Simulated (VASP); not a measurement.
OSZICAR of a VASP run on FePt (L1_0):

OSZICAR:
```
       N       E                     dE             d eps       ncg     rms          rms(c)
DAV:   1     0.770142787565E+02    0.77014E+02   -0.74517E+03  8768   0.108E+03
DAV:   2    -0.153613298224E+02   -0.92376E+02   -0.82591E+02  8631   0.231E+02
DAV:   3    -0.179436645957E+02   -0.25823E+01   -0.25130E+01 10634   0.469E+01
DAV:   4    -0.179706407192E+02   -0.26976E-01   -0.26963E-01  9563   0.417E+00
DAV:   5    -0.179713915672E+02   -0.75085E-03   -0.75083E-03 11234   0.786E-01    0.174E+01
DAV:   6    -0.191790919313E+02   -0.12077E+01   -0.15412E+01  9172   0.870E+01    0.248E+01
DAV:   7    -0.164167579586E+02    0.27623E+01   -0.10594E+01 10852   0.841E+01    0.904E+00
DAV:   8    -0.163795174434E+02    0.37241E-01   -0.51328E-01  9951   0.108E+01    0.438E+00
DAV:   9    -0.162922043819E+02    0.87313E-01   -0.14615E-01 12350   0.786E+00    0.186E+00
DAV:  10    -0.162786536475E+02    0.13551E-01   -0.41691E-02 12633   0.399E+00    0.754E-01
DAV:  11    -0.162775904736E+02    0.10632E-02   -0.25122E-03 12109   0.857E-01    0.276E-01
DAV:  12    -0.162774270706E+02    0.16340E-03   -0.30708E-04 11140   0.241E-01    0.667E-02
DAV:  13    -0.162774446214E+02   -0.17551E-04   -0.48837E-05 10646   0.128E-01    0.397E-02
DAV:  14    -0.162774407388E+02    0.38826E-05   -0.47829E-06  9107   0.567E-02    0.145E-02
DAV:  15    -0.162774399738E+02    0.76502E-06   -0.23116E-06  7082   0.378E-02
   1 F= -.16277440E+02 E0= -.16277052E+02  d E =-.162774E+02  mag=     3.2749
       N       E                     dE             d eps       ncg     rms          rms(c)
DAV:   1    -0.169573950168E+02   -0.67995E+00   -0.12499E+01  8582   0.480E+01    0.735E+00
DAV:   2    -0.162593818190E+02    0.69801E+00   -0.15827E+00  9520   0.161E+01    0.384E+00
DAV:   3    -0.162586237648E+02    0.75805E-03   -0.47398E-02 10394   0.278E+00    0.199E+00
DAV:   4    -0.162561967783E+02    0.24270E-02   -0.12285E-02 11712   0.285E+00    0.649E-01
DAV:   5    -0.162547995174E+02    0.13973E-02   -0.10830E-02 10178   0.280E+00    0.643E-01
DAV:   6    -0.162531305078E+02    0.16690E-02   -0.34675E-03 12258   0.124E+00    0.143E-01
DAV:   7    -0.162532197627E+02   -0.89255E-04   -0.26808E-04 10241   0.239E-01    0.518E-02
DAV:   8    -0.162532403956E+02   -0.20633E-04   -0.30867E-05 10764   0.805E-02    0.355E-02
DAV:   9    -0.162532478946E+02   -0.74990E-05   -0.60827E-06  9935   0.292E-02    0.118E-02
DAV:  10    -0.162532473977E+02    0.49683E-06   -0.16211E-06  5628   0.310E-02
   2 F= -.16253247E+02 E0= -.16253368E+02  d E =0.241926E-01  mag=     3.1271
       N       E                     dE             d eps       ncg     rms          rms(c)
DAV:   1    -0.165770886457E+02   -0.32384E+00   -0.51417E+00  8547   0.316E+01    0.414E+00
DAV:   2    -0.162935512622E+02    0.28354E+00   -0.67894E-01  9485   0.112E+01    0.257E+00
DAV:   3    -0.162978833616E+02   -0.43321E-02   -0.46852E-02 10713   0.459E+00    0.197E+00
DAV:   4    -0.162914508887E+02    0.64325E-02   -0.32698E-02 10839   0.503E+00    0.747E-01
DAV:   5    -0.162897467443E+02    0.17041E-02   -0.93964E-03 10260   0.256E+00    0.574E-01
DAV:   6    -0.162888909377E+02    0.85581E-03   -0.19117E-03 12417   0.821E-01    0.886E-02
DAV:   7    -0.162889203803E+02   -0.29443E-04   -0.11549E-04  9670   0.133E-01    0.360E-02
DAV:   8    -0.162889262765E+02   -0.58962E-05   -0.14333E-05 11935   0.622E-02    0.259E-02
DAV:   9    -0.162889283726E+02   -0.20961E-05   -0.31679E-06  9373   0.311E-02    0.676E-03
DAV:  10    -0.162889284960E+02   -0.12342E-06   -0.52019E-07  4592   0.127E-02
   3 F= -.16288928E+02 E0= -.16288794E+02  d E =-.114885E-01  mag=     3.2231
       N       E                     dE             d eps       ncg     rms          rms(c)
DAV:   1    -0.162889700758E+02   -0.41703E-04   -0.67197E-04  8596   0.353E-01    0.488E-02
DAV:   2    -0.162889320924E+02    0.37983E-04   -0.92054E-05  9709   0.117E-01    0.290E-02
DAV:   3    -0.162889322033E+02   -0.11097E-06   -0.23728E-06  8155   0.294E-02
   4 F= -.16288932E+02 E0= -.16288805E+02  d E =-.114922E-01  mag=     3.2221
       N       E                     dE             d eps       ncg     rms          rms(c)
DAV:   1    -0.162913195568E+02   -0.23875E-02   -0.10465E-01  9359   0.262E+00    0.299E-01
DAV:   2    -0.162911326751E+02    0.18688E-03   -0.65542E-03 11571   0.195E+00    0.470E-01
DAV:   3    -0.162898707008E+02    0.12620E-02   -0.36264E-03 10744   0.165E+00    0.144E-01
DAV:   4    -0.162896268605E+02    0.24384E-03   -0.37093E-04 10644   0.198E-01    0.642E-02
DAV:   5    -0.162896167950E+02    0.10065E-04   -0.32880E-05 12130   0.105E-01    0.229E-02
DAV:   6    -0.162896142216E+02    0.25734E-05   -0.22472E-06  7857   0.184E-02    0.925E-03
DAV:   7    -0.162896140043E+02    0.21728E-06   -0.60626E-07  4537   0.864E-03
   5 F= -.16289614E+02 E0= -.16289518E+02  d E =-.681801E-03  mag=     3.2102
       N       E                     dE             d eps       ncg     rms          rms(c)
DAV:   1    -0.162911292305E+02   -0.15150E-02   -0.81360E-02  9380   0.231E+00    0.262E-01
DAV:   2    -0.162909661038E+02    0.16313E-03   -0.49450E-03 11589   0.169E+00    0.404E-01
DAV:   3    -0.162900071047E+02    0.95900E-03   -0.27381E-03 10751   0.144E+00    0.127E-01
DAV:   4    -0.162898195865E+02    0.18752E-03   -0.28333E-04 10651   0.174E-01    0.580E-02
DAV:   5    -0.162898116169E+02    0.79696E-05   -0.24651E-05 12041   0.894E-02    0.205E-02
DAV:   6    -0.162898095688E+02    0.20481E-05   -0.15885E-06  6638   0.159E-02    0.813E-03
DAV:   7    -0.162898093956E+02    0.17320E-06   -0.54477E-07  4517   0.824E-03
   6 F= -.16289809E+02 E0= -.16289737E+02  d E =-.877192E-03  mag=     3.1990
```

Task: Which electronic solver shows in the log?

Result: It is blocked Davidson (ALGO = Normal, or the opening steps of other solvers). The INCAR had ALGO = Normal.

Task: How was spin treated?

Result: Collinear spin (ISPIN = 2): the summary line carries one mag value, 3.20 μB in the cell.

Task: Can the final energy be trusted as converged?

Result: The run converged. It stopped with EDIFF = 1E-6, NELM = 100, NSW = 60 and EDIFFG = -0.01 after 6 ionic steps (PBEsol GGA, plane waves, VASP's PBE PAW potentials (set 64)). Energy and stress use the plane-wave basis of the starting cell.

The compound is FePt in the L1_0 structure. This run relaxes it. Symmetry was kept, so distortions that lower it aren't found.
